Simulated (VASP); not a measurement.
```
CELL_PARAMETERS angstrom
     -2.82500     2.82500     2.82500
      2.82500    -2.82500     2.82500
      2.82500     2.82500    -2.82500
ATOMIC_POSITIONS crystal
  Rb 0.00000 0.00000 0.00000
```

Method: r2SCAN+rVV10, VASP's PBE PAW potentials (set 64) (plane waves; VASP). Run with 520 eV cut-off, 8×8×8 Γ-centred mesh, first-order Methfessel-Paxton smearing of 0.10 eV, potentials Rb_sv.

Energy and stress use the plane-wave basis of the starting cell.

Q: The ions, cell shape and volume are relaxed. Give the cell that the relaxation ends in.

A: 
```
CELL_PARAMETERS angstrom
     -2.84620     2.84620     2.84620
      2.84620    -2.84620     2.84620
      2.84620     2.84620    -2.84620
ATOMIC_POSITIONS crystal
  Rb 0.00000 0.00000 0.00000
```
Space group Im-3m (229), at a tolerance of 0.03 Å.

Q: How do energy and volume change from the first to the last step?

A: The energy (σ→0) changes by -0.5 meV/atom and the volume by +2.3 %, in 3 ionic steps.

| step | E(σ→0) (eV) | max force (eV/Å) | pressure (GPa) | volume (Å³) |
|---|---|---|---|---|
| 1 | -13.6166 | 0.000 | 0.07 | 90.18 |
| 2 | -13.6168 | 0.000 | 0.05 | 90.69 |
| 3 | -13.6171 | 0.000 | 0.00 | 92.23 |

The compound is Rb in the bcc structure. This run relaxes it. Symmetry was kept, so distortions that lower it aren't found.
